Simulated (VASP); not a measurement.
Level of theory: PBEsol GGA, VASP's PBE PAW potentials (set 64) (plane waves; VASP).

VASP ran on this input.

File KPOINTS:
```
Automatic mesh
0
Gamma
9 9 1
0 0 0
```

POSCAR:
```
HfC(100) slab
1
    3.2568263217    -0.0000000000    -0.0000000000
   -0.0000000000     3.2568263217     0.0000000000
    0.0000000000     0.0000000000    24.1012940028
Hf C
4 4
Direct
  0.0000000000   0.5000000000   0.3566720000
  0.5000000000   0.0000000000   0.4522240000
  0.0000000000   0.5000000000   0.5477760000
  0.5000000000   0.0000000000   0.6433280000
  0.0000000000   0.5000000000   0.4522240000
  0.5000000000   0.0000000000   0.3566720000
  0.0000000000   0.5000000000   0.6433280000
  0.5000000000   0.0000000000   0.5477760000
```

INCAR:
```
LWAVE=.TRUE.
NELM=100
DIPOL=0.5 0.5 0.5
LASPH=.TRUE.
NSW=50   ! most ionic steps
EDIFFG=-0.03   ! ionic stop
ENCUT=450
LMAXMIX=6   ! l cut-off of mixed one-centre charges
ISMEAR=1   ! Methfessel-Paxton
GGA=PS   ! PBEsol
IBRION=2
LDIPOL=.TRUE.
SIGMA=0.1
LCHARG=.FALSE.
IDIPOL=3
SYSTEM=HfC(100) slab
EDIFF=1E-5   ! SCF stop (eV)
ISIF=2   ! forces and stress, cell fixed
PREC=Normal
ALGO=Normal
LREAL=.FALSE.   ! projection in real space or not
NELMIN=4
```

POTCAR, in this order: Hf_pv C (PBE.64 set). Program: vasp_std.

Output

OUTCAR:
```
 ion  position               nearest neighbor table
   1  0.000  0.500  0.357-   6 2.30   6 2.30   6 2.30   6 2.30   5 2.30   2 3.26   2 3.26   2 3.26
                             2 3.26
   2  0.500  0.000  0.452-   5 2.30   5 2.30   5 2.30   5 2.30   8 2.30   6 2.30   3 3.26   3 3.26
                             1 3.26   3 3.26   1 3.26   1 3.26   3 3.26   1 3.26
   3  0.000  0.500  0.548-   8 2.30   8 2.30   8 2.30   8 2.30   5 2.30   7 2.30   4 3.26   4 3.26
                             2 3.26   4 3.26   2 3.26   2 3.26   4 3.26   2 3.26
   4  0.500  0.000  0.643-   7 2.30   7 2.30   7 2.30   7 2.30   8 2.30   3 3.26   3 3.26   3 3.26
                             3 3.26
   5  0.000  0.500  0.452-   2 2.30   2 2.30   2 2.30   2 2.30   3 2.30   1 2.30
   6  0.500  0.000  0.357-   1 2.30   1 2.30   1 2.30   1 2.30   2 2.30
   7  0.000  0.500  0.643-   4 2.30   4 2.30   4 2.30   4 2.30   3 2.30
   8  0.500  0.000  0.548-   3 2.30   3 2.30   3 2.30   3 2.30   4 2.30   2 2.30
  LATTYP: Found a simple tetragonal cell.
 ALAT       =     3.2568263217
 C/A-ratio  =     7.4002392581
 Subroutine PRICEL returns:
 Original cell was already a primitive cell.
 Subroutine GETGRP returns: Found 16 space group operations
The static configuration has the point symmetry D_2d.
 The point group associated with its full space group is D_4h.
The dynamic configuration has the point symmetry D_2d.
 Subroutine INISYM returns: Found 16 space group operations
 Subroutine IBZKPT returns following result:
 Found     15 irreducible k-points:

 Following reciprocal coordinates:
            Coordinates               Weight
  0.000000  0.000000  0.000000      1.000000
  0.111111  0.000000  0.000000      4.000000
  0.222222  0.000000  0.000000      4.000000
  0.333333  0.000000  0.000000      4.000000
  0.444444  0.000000  0.000000      4.000000
  0.111111  0.111111  0.000000      4.000000
  0.222222  0.111111  0.000000      8.000000
  0.333333  0.111111  0.000000      8.000000
  0.444444  0.111111  0.000000      8.000000
  0.222222  0.222222  0.000000      4.000000
  0.333333  0.222222  0.000000      8.000000
  0.444444  0.222222  0.000000      8.000000
  0.333333  0.333333  0.000000      4.000000
  0.444444  0.333333  0.000000      8.000000
  0.444444  0.444444  0.000000      4.000000
   k-points           NKPTS =     15   k-points in BZ     NKDIM =     15   number of bands    NBANDS=     33
   number of dos      NEDOS =    301   number of ions     NIONS =      8
   total plane-waves  NPLWV =  40824
   dimension x,y,z NGX =    18 NGY =   18 NGZ =  126
   dimension x,y,z NGXF=    36 NGYF=   36 NGZF=  252
   ions per type =               4   4
   PREC   = normal    normal or accurate (medium, high low for compatibility)
   ISTART =      0    job   : 0-new  1-cont  2-samecut
   ICHARG =      2    charge: 1-file 2-atom 10-const
   ISPIN  =      1    spin polarized calculation?
   LNONCOLLINEAR =      F non collinear calculations
   LSORBIT =      F    spin-orbit coupling
   INIWAV =      1    electr: 0-lowe 1-rand  2-diag
   ENCUT  =  450.0 eV  33.07 Ry    5.75 a.u.   5.63  5.63 41.69*2*pi/ulx,y,z
   NELM   =    100;   NELMIN=  4; NELMDL= -5     # of ELM steps
   EDIFF  = 0.1E-04   stopping-criterion for ELM
   LREAL  =      F    real-space projection
   NLSPLINE    = F    spline interpolate recip. space projectors
   LMAXMIX     =    6 max onsite mixed and CHGCAR
   VOSKOWN=      0    Vosko Wilk Nusair interpolation
   EDIFFG = -.3E-01   stopping-criterion for IOM
   NSW    =     50    number of steps for IOM
   NBLOCK =      1;   KBLOCK =     50    inner block; outer block
   IBRION =      2    ionic relax: 0-MD 1-quasi-New 2-CG
   NFREE  =      1    steps in history (QN), initial steepest desc. (CG)
   ISIF   =      2    stress and relaxation
   ISYM   =      2    0-nonsym 1-usesym 2-fastsym
   TEIN   =    0.0    initial temperature
   TEBEG  =    0.0;   TEEND  =   0.0 temperature during run
   SMASS  =  -3.00    Nose mass-parameter (am)
   PSTRESS=    0.0 pullay stress
   NELECT =      56.0000    total number of electrons
...
```

### OSZICAR
```
       N       E                     dE             d eps       ncg     rms          rms(c)
DAV:   1     0.268337574189E+03    0.26834E+03   -0.28678E+04  1278   0.131E+03
DAV:   2    -0.719907314389E+02   -0.34033E+03   -0.33516E+03  1236   0.320E+02
DAV:   3    -0.994685975224E+02   -0.27478E+02   -0.26927E+02  1218   0.728E+01
DAV:   4    -0.100518289749E+03   -0.10497E+01   -0.10462E+01  1380   0.150E+01
DAV:   5    -0.100543435914E+03   -0.25146E-01   -0.25127E-01  1275   0.206E+00    0.117E+02
DAV:   6    -0.867332678133E+02    0.13810E+02   -0.88896E+01  1122   0.311E+01    0.799E+01
DAV:   7    -0.867509627901E+02   -0.17695E-01   -0.15548E+01  1267   0.172E+01    0.792E+00
DAV:   8    -0.860197265088E+02    0.73124E+00   -0.65689E+00  1345   0.108E+01    0.578E+00
DAV:   9    -0.860275360425E+02   -0.78095E-02   -0.69147E-01  1225   0.361E+00    0.318E+00
DAV:  10    -0.860123194843E+02    0.15217E-01   -0.25124E-01  1362   0.189E+00    0.997E-01
DAV:  11    -0.860087334259E+02    0.35861E-02   -0.52176E-02  1356   0.999E-01    0.503E-01
DAV:  12    -0.860095093797E+02   -0.77595E-03   -0.55435E-03  1228   0.352E-01    0.197E-01
DAV:  13    -0.860110145866E+02   -0.15052E-02   -0.20724E-03  1252   0.147E-01    0.937E-02
DAV:  14    -0.860122634546E+02   -0.12489E-02   -0.13092E-03  1258   0.136E-01    0.467E-02
DAV:  15    -0.860127240481E+02   -0.46059E-03   -0.16293E-04  1252   0.567E-02    0.424E-02
DAV:  16    -0.860137428869E+02   -0.10188E-02   -0.27509E-04  1041   0.492E-02    0.314E-02
DAV:  17    -0.860140013960E+02   -0.25851E-03   -0.74000E-05   987   0.263E-02    0.123E-02
DAV:  18    -0.860141296610E+02   -0.12827E-03   -0.17558E-05   827   0.157E-02    0.614E-03
DAV:  19    -0.860142070811E+02   -0.77420E-04   -0.12858E-05   787   0.951E-03    0.535E-03
DAV:  20    -0.860142206313E+02   -0.13550E-04   -0.75674E-06   828   0.595E-03    0.244E-03
DAV:  21    -0.860142656680E+02   -0.45037E-04   -0.24749E-06   759   0.446E-03    0.185E-03
DAV:  22    -0.860143074937E+02   -0.41826E-04   -0.34167E-06   768   0.404E-03    0.414E-03
DAV:  23    -0.860143203690E+02   -0.12875E-04   -0.49705E-07   744   0.169E-03    0.144E-03
DAV:  24    -0.860143310190E+02   -0.10650E-04   -0.86888E-07   732   0.151E-03    0.865E-04
DAV:  25    -0.860143349807E+02   -0.39617E-05   -0.42966E-07   717   0.125E-03
   1 F= -.86014335E+02 E0= -.86014285E+02  d E =-.860143E+02
       N       E                     dE             d eps       ncg     rms          rms(c)
DAV:   1    -0.860003612142E+02    0.13970E-01   -0.41589E+01   990   0.365E+01    0.758E+00
DAV:   2    -0.861361545912E+02   -0.13579E+00   -0.16924E+00  1176   0.703E+00    0.217E+00
DAV:   3    -0.861344819762E+02    0.16726E-02   -0.57997E-02  1272   0.140E+00    0.125E+00
DAV:   4    -0.861340819227E+02    0.40005E-03   -0.71694E-03  1225   0.445E-01    0.432E-01
DAV:   5    -0.861342346966E+02   -0.15277E-03   -0.13120E-03  1264   0.180E-01    0.992E-02
DAV:   6    -0.861342896220E+02   -0.54925E-04   -0.11462E-04  1272   0.590E-02    0.724E-02
DAV:   7    -0.861343547785E+02   -0.65156E-04   -0.41589E-05  1039   0.427E-02    0.179E-02
DAV:   8    -0.861343985867E+02   -0.43808E-04   -0.16756E-05   819   0.219E-02    0.851E-03
DAV:   9    -0.861344227880E+02   -0.24201E-04   -0.31039E-06   766   0.906E-03    0.438E-03
DAV:  10    -0.861344641237E+02   -0.41336E-04   -0.47733E-06   779   0.625E-03    0.163E-03
DAV:  11    -0.861344916764E+02   -0.27553E-04   -0.32848E-06   771   0.461E-03    0.156E-03
DAV:  12    -0.861345135543E+02   -0.21878E-04   -0.35025E-06   779   0.344E-03    0.633E-04
DAV:  13    -0.861345191876E+02   -0.56333E-05   -0.77507E-07   722   0.185E-03
   2 F= -.86134519E+02 E0= -.86134477E+02  d E =-.120184E+00
       N       E                     dE             d eps       ncg     rms          rms(c)
DAV:   1    -0.861345202100E+02   -0.66558E-05   -0.26069E-03  1016   0.303E-01    0.676E-02
DAV:   2    -0.861345280670E+02   -0.78570E-05   -0.10531E-04  1227   0.588E-02    0.186E-02
DAV:   3    -0.861345280696E+02   -0.25075E-08   -0.45371E-06   661   0.134E-02    0.105E-02
DAV:   4    -0.861345283090E+02   -0.23948E-06   -0.12854E-06   614   0.676E-03
   3 F= -.86134528E+02 E0= -.86134475E+02  d E =-.120193E+00
       N       E                     dE             d eps       ncg     rms          rms(c)
DAV:   1    -0.861377952307E+02   -0.32672E-02   -0.10518E+00   992   0.617E+00    0.101E+00
DAV:   2    -0.861400395916E+02   -0.22444E-02   -0.29854E-02  1119   0.953E-01    0.508E-01
DAV:   3    -0.861398466734E+02    0.19292E-03   -0.10997E-03  1378   0.235E-01    0.309E-01
DAV:   4    -0.861398212294E+02    0.25444E-04   -0.48279E-04  1219   0.115E-01    0.639E-02
DAV:   5    -0.861398195894E+02    0.16400E-05   -0.73331E-05  1130   0.434E-02
   4 F= -.86139820E+02 E0= -.86139813E+02  d E =-.529128E-02
       N       E                     dE             d eps       ncg     rms          rms(c)
DAV:   1    -0.861398770366E+02   -0.55807E-04   -0.89764E-01   992   0.570E+00    0.953E-01
DAV:   2    -0.861418022166E+02   -0.19252E-02   -0.25513E-02  1103   0.883E-01    0.474E-01
DAV:   3    -0.861416432650E+02    0.15895E-03   -0.93059E-04  1395   0.217E-01    0.284E-01
DAV:   4    -0.861416235522E+02    0.19713E-04   -0.40460E-04  1203   0.106E-01    0.580E-02
DAV:   5    -0.861416245588E+02   -0.10066E-05   -0.55531E-05  1130   0.373E-02
   5 F= -.86141625E+02 E0= -.86141631E+02  d E =-.709625E-02
       N       E                     dE             d eps       ncg     rms          rms(c)
DAV:   1    -0.861425108624E+02   -0.88731E-03   -0.29934E-01   992   0.315E+00    0.472E-01
DAV:   2    -0.861430339821E+02   -0.52312E-03   -0.67245E-03  1036   0.446E-01    0.228E-01
DAV:   3    -0.861429850332E+02    0.48949E-04   -0.24079E-04  1289   0.109E-01    0.143E-01
DAV:   4    -0.861429854479E+02   -0.41466E-06   -0.11083E-04  1227   0.551E-02    0.270E-02
DAV:   5    -0.861429878040E+02   -0.23561E-05   -0.13320E-05   774   0.176E-02
   6 F= -.86142988E+02 E0= -.86142925E+02  d E =-.136325E-02
       N       E                     dE             d eps       ncg     rms          rms(c)
DAV:   1    -0.861423668014E+02    0.61865E-03   -0.11328E+00   990   0.612E+00    0.929E-01
DAV:   2    -0.861443014986E+02   -0.19347E-02   -0.25376E-02  1034   0.867E-01    0.449E-01
DAV:   3    -0.861441094802E+02    0.19202E-03   -0.92364E-04  1306   0.211E-01    0.280E-01
DAV:   4    -0.861440992777E+02    0.10202E-04   -0.41772E-04  1241   0.107E-01    0.528E-02
DAV:   5    -0.861441038234E+02   -0.45457E-05   -0.49834E-05   985   0.328E-02
   7 F= -.86144104E+02 E0= -.86143862E+02  d E =-.247926E-02
```

**OUTCAR**
```
------------------------ aborting loop because EDIFF is reached ----------------------------------------
  FORCE on cell =-STRESS in cart. coord.  units (eV):
  Direction    XX          YY          ZZ          XY          YZ          ZX
  --------------------------------------------------------------------------------------
  Total       -4.3916926     -4.3916926     -0.2018072      0.0000000      0.0000000      0.0000000
  in kB      -27.5240894    -27.5240894     -1.2647879      0.0000000      0.0000000      0.0000000
  external PRESSURE =     -18.7709889 kB  Pullay stress =       0.0000000 kB
  volume of cell :      255.64
      direct lattice vectors                 reciprocal lattice vectors
     3.256826322  0.000000000  0.000000000     0.307047383  0.000000000  0.000000000
     0.000000000  3.256826322  0.000000000     0.000000000  0.307047383  0.000000000
     0.000000000  0.000000000 24.101294003     0.000000000  0.000000000  0.041491548
 POSITION                                       TOTAL-FORCE (eV/Angst)
 -----------------------------------------------------------------------------------
      0.00000      1.62841      8.68318        -0.000000      0.000000     -0.005185
      1.62841      0.00000     10.91907        -0.000000      0.000000      0.010659
      0.00000      1.62841     13.18222        -0.000000      0.000000     -0.010659
      1.62841      0.00000     15.41811         0.000000      0.000000      0.005185
      0.00000      1.62841     10.89294        -0.000000      0.000000      0.012835
      1.62841      0.00000      8.58661        -0.000000      0.000000      0.003199
      0.00000      1.62841     15.51469        -0.000000      0.000000     -0.003199
      1.62841      0.00000     13.20836         0.000000      0.000000     -0.012835
 -----------------------------------------------------------------------------------
    total drift:                                0.000000      0.000000     -0.000000
  FREE ENERGIE OF THE ION-ELECTRON SYSTEM (eV)
  ---------------------------------------------------
  free  energy   TOTEN  =       -86.1441038234 eV

  energy  without entropy=      -86.1433768944  energy(sigma->0) =      -86.14386151

 reached required accuracy - stopping structural energy minimisation
```
(Selected blocks of OUTCAR.)

**CONTCAR**
```
HfC(100) slab
   1.00000000000000
     3.2568263217000002    0.0000000000000000    0.0000000000000000
     0.0000000000000000    3.2568263217000002    0.0000000000000000
     0.0000000000000000    0.0000000000000000   24.1012940027999996
  Hf              C
     4     4
Direct
     0.0000000000000000    0.5000000000000000    0.3602785647681498
     0.5000000000000000    0.0000000000000000    0.4530492970933336
     0.0000000000000000    0.5000000000000000    0.5469507029066665
     0.5000000000000000    0.0000000000000000    0.6397214352318500
     0.0000000000000000    0.5000000000000000    0.4519648412192094
     0.5000000000000000    0.0000000000000000    0.3562715802018446
     0.0000000000000000    0.5000000000000000    0.6437284197981554
     0.5000000000000000    0.0000000000000000    0.5480351587807907
```

At this cut-off the stress carries a Pulay error, which pulls relaxed volumes low.

The cell is a thin slab with vacuum, built from HfC (rock salt): (100) face.
